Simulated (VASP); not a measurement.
Output of a VASP run:

OUTCAR:
```
 ion  position               nearest neighbor table
   1  0.000  0.000  0.000-
  LATTYP: Found a body centered cubic cell.
 ALAT       =     3.1953184656
 Subroutine PRICEL returns:
 Original cell was already a primitive cell.
 Subroutine GETGRP returns: Found 48 space group operations
The static configuration has the point symmetry O_h .
The dynamic configuration has the point symmetry O_h .
 Subroutine INISYM returns: Found 48 space group operations
 Subroutine IBZKPT returns following result:
 Found    145 irreducible k-points:

 Following reciprocal coordinates:
            Coordinates               Weight
  0.000000  0.000000  0.000000      1.000000
  0.062500  0.000000  0.000000     12.000000
  0.125000  0.000000  0.000000     12.000000
  0.187500  0.000000  0.000000     12.000000
  0.250000  0.000000  0.000000     12.000000
  0.312500  0.000000  0.000000     12.000000
  0.375000  0.000000  0.000000     12.000000
  0.437500  0.000000  0.000000     12.000000
  0.500000  0.000000  0.000000      6.000000
  0.062500  0.062500  0.000000     24.000000
  0.125000  0.062500  0.000000     48.000000
  0.187500  0.062500  0.000000     48.000000
  0.250000  0.062500 -0.000000     48.000000
  0.312500  0.062500  0.000000     48.000000
  0.375000  0.062500  0.000000     48.000000
  0.437500  0.062500  0.000000     48.000000
  0.125000  0.125000  0.000000     24.000000
  0.187500  0.125000 -0.000000     48.000000
  0.250000  0.125000  0.000000     48.000000
  0.312500  0.125000  0.000000     48.000000
  0.375000  0.125000  0.000000     48.000000
  0.437500  0.125000 -0.000000     24.000000
  0.187500  0.187500  0.000000     24.000000
  0.250000  0.187500  0.000000     48.000000
  0.312500  0.187500  0.000000     48.000000
  0.375000  0.187500 -0.000000     48.000000
  0.250000  0.250000  0.000000     24.000000
  0.312500  0.250000  0.000000     48.000000
  0.375000  0.250000 -0.000000     24.000000
  0.312500  0.312500  0.000000     24.000000
  0.062500  0.062500  0.062500      8.000000
  0.125000  0.062500  0.062500     24.000000
  0.187500  0.062500  0.062500     24.000000
  0.250000  0.062500  0.062500     24.000000
  0.312500  0.062500  0.062500     24.000000
  0.375000  0.062500  0.062500     24.000000
  0.437500  0.062500  0.062500     12.000000
 -0.062500  0.062500  0.062500      6.000000
  0.125000  0.125000  0.062500     24.000000
  0.187500  0.125000  0.062500     48.000000
   k-points           NKPTS =    145   k-points in BZ     NKDIM =    145   number of bands    NBANDS=     11
   number of dos      NEDOS =    301   number of ions     NIONS =      1
   total plane-waves  NPLWV =  13824
   dimension x,y,z NGX =    24 NGY =   24 NGZ =   24
   dimension x,y,z NGXF=    48 NGYF=   48 NGZF=   48
   ions per type =               1
   PREC   = accura    normal or accurate (medium, high low for compatibility)
   ISTART =      0    job   : 0-new  1-cont  2-samecut
   ICHARG =      2    charge: 1-file 2-atom 10-const
   ISPIN  =      1    spin polarized calculation?
   LNONCOLLINEAR =      F non collinear calculations
   LSORBIT =      F    spin-orbit coupling
   INIWAV =      1    electr: 0-lowe 1-rand  2-diag
   ENCUT  =  520.0 eV  38.22 Ry    6.18 a.u.   5.15  5.15  5.15*2*pi/ulx,y,z
   NELM   =    100;   NELMIN=  2; NELMDL= -5     # of ELM steps
   EDIFF  = 0.1E-06   stopping-criterion for ELM
   LREAL  =      F    real-space projection
   NLSPLINE    = F    spline interpolate recip. space projectors
   LMAXMIX     =    4 max onsite mixed and CHGCAR
   VOSKOWN=      0    Vosko Wilk Nusair interpolation
   EDIFFG = 0.1E-05   stopping-criterion for IOM
   NSW    =      0    number of steps for IOM
   NBLOCK =      1;   KBLOCK =      1    inner block; outer block
   IBRION =     -1    ionic relax: 0-MD 1-quasi-New 2-CG
   NFREE  =      0    steps in history (QN), initial steepest desc. (CG)
...
```

**OSZICAR**
```
       N       E                     dE             d eps       ncg     rms          rms(c)
DAV:   1     0.929691267751E+02    0.92969E+02   -0.83471E+03  3220   0.130E+03
DAV:   2    -0.705699376355E+01   -0.10003E+03   -0.96664E+02  3472   0.339E+02
DAV:   3    -0.835894832346E+01   -0.13020E+01   -0.12919E+01  3636   0.384E+01
DAV:   4    -0.836236878377E+01   -0.34205E-02   -0.34197E-02  3543   0.236E+00
DAV:   5    -0.836238861688E+01   -0.19833E-04   -0.19834E-04  3699   0.172E-01    0.128E+01
DAV:   6    -0.782069720790E+01    0.54169E+00   -0.98649E-01  3436   0.118E+01    0.331E+00
DAV:   7    -0.775606360078E+01    0.64634E-01   -0.16784E-01  3711   0.449E+00    0.923E-01
DAV:   8    -0.775315089738E+01    0.29127E-02   -0.49869E-03  3286   0.989E-01    0.174E-01
DAV:   9    -0.775327059401E+01   -0.11970E-03   -0.10710E-04  4024   0.139E-01    0.788E-02
DAV:  10    -0.775328997702E+01   -0.19383E-04   -0.28504E-05  3319   0.660E-02    0.745E-03
DAV:  11    -0.775329008364E+01   -0.10662E-06   -0.15901E-07  3113   0.475E-03    0.251E-03
DAV:  12    -0.775328999052E+01    0.93123E-07   -0.66260E-08  1931   0.330E-03
   1 F= -.77532900E+01 E0= -.77535219E+01  d E =0.695876E-03
```

OUTCAR:
```
------------------------ aborting loop because EDIFF is reached ----------------------------------------
  FORCE on cell =-STRESS in cart. coord.  units (eV):
  Direction    XX          YY          ZZ          XY          YZ          ZX
  --------------------------------------------------------------------------------------
  Total       -0.7824811     -0.7824811     -0.7824811      0.0000000     -0.0000000      0.0000000
  in kB      -76.8549756    -76.8549756    -76.8549756      0.0000000     -0.0000000      0.0000000
  external PRESSURE =     -76.8549756 kB  Pullay stress =       0.0000000 kB
  volume of cell :       16.31
      direct lattice vectors                 reciprocal lattice vectors
    -1.597659233  1.597659233  1.597659233     0.000000000  0.312957851  0.312957851
     1.597659233 -1.597659233  1.597659233     0.312957851  0.000000000  0.312957851
     1.597659233  1.597659233 -1.597659233     0.312957851  0.312957851  0.000000000
 POSITION                                       TOTAL-FORCE (eV/Angst)
 -----------------------------------------------------------------------------------
      0.00000      0.00000      0.00000         0.000000      0.000000     -0.000000
 -----------------------------------------------------------------------------------
    total drift:                               -0.000000      0.000000      0.000000
  FREE ENERGIE OF THE ION-ELECTRON SYSTEM (eV)
  ---------------------------------------------------
  free  energy   TOTEN  =        -7.7532899905 eV

  energy  without entropy=       -7.7539858665  energy(sigma->0) =       -7.75352195
```
(Selected blocks of OUTCAR.)

POSCAR:
```
Mo
1
   -1.5976592328     1.5976592328     1.5976592328
    1.5976592328    -1.5976592328     1.5976592328
    1.5976592328     1.5976592328    -1.5976592328
Mo
1
Direct
  0.0000000000   0.0000000000   0.0000000000
```

Q: Reconstruct the remaining input files.

A: One answer among several that fit: the input of the run itself, optB88-vdW, plane waves, VASP's PBE PAW potentials (set 64).

INCAR:
```
! general
SYSTEM    =  Mo
PREC      =  Accurate
ENCUT     =  520
LREAL     =  F
LASPH     =  T

! electronic loop
EDIFF     =  1E-7
NELM      =  100
ALGO      =  Normal
LMAXMIX   =  4

! smearing
ISMEAR    =  1
SIGMA     =  0.1

! functional
GGA       =  BO
LUSE_VDW  =  T
AGGAC     =  0.0
PARAM1    =  0.1833333333
PARAM2    =  0.22

! ions
ISIF      =  2

! output
LWAVE     =  F
LCHARG    =  F
```

**KPOINTS**
```
Automatic
0
Gamma
16 16 16
0 0 0
```

POTCAR, in this order: Mo_sv (PBE.64 set). Program: vasp_std.

The compound is Mo in the bcc structure. This cell is one point of a volume scan, at 1.03 of the reference volume.
